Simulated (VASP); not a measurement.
Given:

```
RuP
1.0
    3.42584     0.00000     0.00000
   -1.71292     2.96686     0.00000
    0.00000     0.00000     5.38042
Ru P
2 2
Direct
  0.00000   0.00000   0.00000
  0.00000   0.00000   0.50000
  0.33333   0.66667   0.25000
  0.66667   0.33333   0.75000
```

These are LDA (Ceperley-Alder, Perdew-Zunger), VASP's LDA PAW potentials (set 64) (plane waves; VASP 6.6.1) values and carry that method's errors. Numerical set-up: 400 eV cut-off, Gaussian smearing of 0.050 eV, potentials Ru_pv P.

Problem. Give the energies of bands 9 to 22 at the high-symmetry points, in eV from the Fermi level.

Solution. 
```csv
band,Γ,M,K,A,L,H
9,-7.63,-7.84,-7.00,-5.00,-6.92,-6.44
10,-5.78,-5.88,-6.55,-5.00,-6.92,-6.44
11,-5.78,-5.72,-6.55,-4.67,-4.68,-5.11
12,-4.97,-4.90,-4.74,-4.67,-4.68,-5.11
13,-3.24,-4.21,-4.74,-4.67,-4.38,-4.91
14,-3.24,-3.57,-2.64,-4.67,-4.38,-4.91
15,-2.79,-2.13,-2.47,-2.26,-2.64,-2.15
16,-2.79,-1.53,-1.12,-2.26,-2.64,-2.15
17,-0.43,-1.34,-1.12,-2.26,-0.86,-1.50
18,-0.43,-1.14,-1.05,-2.26,-0.86,-1.50
19,0.23,-0.79,-1.05,-0.31,-0.38,0.36
20,0.23,-0.28,-0.28,-0.31,-0.38,0.36
21,0.73,0.26,1.73,3.59,2.08,0.64
22,2.65,2.79,1.73,3.59,2.08,0.64
```

It has no gap at this level: it comes out as a metal or semimetal.

The structure was generated: RuP was put into the NiAs type type (P6_3/mmc), which need not be its known phase. It was relaxed first, which changed the volume by -31 %.
